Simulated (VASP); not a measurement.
Energy against volume of Ni$_{3}$Si (L1_2). Calculation: optB86b-vdW, VASP's PBE PAW potentials (set 64) (plane waves; VASP 6.6.1). Numerical set-up: 520 eV cut-off, 9×9×9 Γ-centred mesh, first-order Methfessel-Paxton smearing of 0.10 eV, potentials Si Ni.

```tsv
V (Å³/atom)	E (eV/atom)
10.280	-3.70386
10.598	-3.71085
10.916	-3.70461
11.234	-3.68726
```

Q: Fit these four points and predict the energy of the run at 9.962 Å³/atom.

A: A cubic in V^(−2/3), the third-order Birch-Murnaghan form, passes through the four points with V0 = 10.60 Å³/atom and B0 = 222 GPa, and gives -3.6811 eV/atom there. The run gave -3.6812 eV/atom, -0.0 meV/atom from the fit; all five points give B0 = 221 GPa.

The compound is Ni3Si in the L1_2 structure. It was relaxed first. The run is not spin-polarised, so no magnetic state was tried.
